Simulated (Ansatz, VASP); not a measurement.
**Two plane-wave programs on HfZrGe4**

```
CELL_PARAMETERS angstrom
0.00000 3.83826 3.83826
3.83826 0.00000 3.83826
3.83826 3.83826 0.00000
ATOMIC_POSITIONS crystal
Zr 0.25000 0.25000 0.25000
Hf 0.00000 0.00000 0.00000
Ge 0.62532 0.12403 0.62532
Ge 0.62532 0.62532 0.62532
Ge 0.12403 0.62532 0.62532
Ge 0.62532 0.62532 0.12403
```

Change from the starting cell: species swapped into the YbCdNi4 type (F-43m, No. 216).

Alike in both runs: functional PBE; k mesh 4 × 4 × 4; occupations gaussian, width 0.1 eV; no spin polarisation.

Ansatz relaxed the structure, and its values are those at the end. VASP's run is a single point on that final structure, the one shown.

```csv
,VASP,Ansatz
version,VASP 6.6.1,Ansatz 0.2.0
potentials or method,"VASP PAW PBE potentials, release 64 (Zr_sv, Hf_pv, Ge_d)","scalar-relativistic, plane waves, PAW"
plane-wave cutoff (eV),520,420
valence electrons in the cell,78,94
```

Ansatz gave:

| Item | Value |
| --- | --- |
| gap on the k mesh at the Fermi level (eV) | none |
| pressure (GPa) | 0.0 |
| rms of the force components (eV/Å) | 0.014 |

Task: What did VASP give for the same quantities?

Result: gap on the k mesh at the Fermi level (eV): none; pressure (GPa): -0.1; rms of the force components (eV/Å): 0.015.

A gap of «none» marks a metal or a gap that the smearing closes. The two sets of potentials don't hold the same shells in valence.

Spin-orbit coupling is left out, which matters for the levels of Hf.
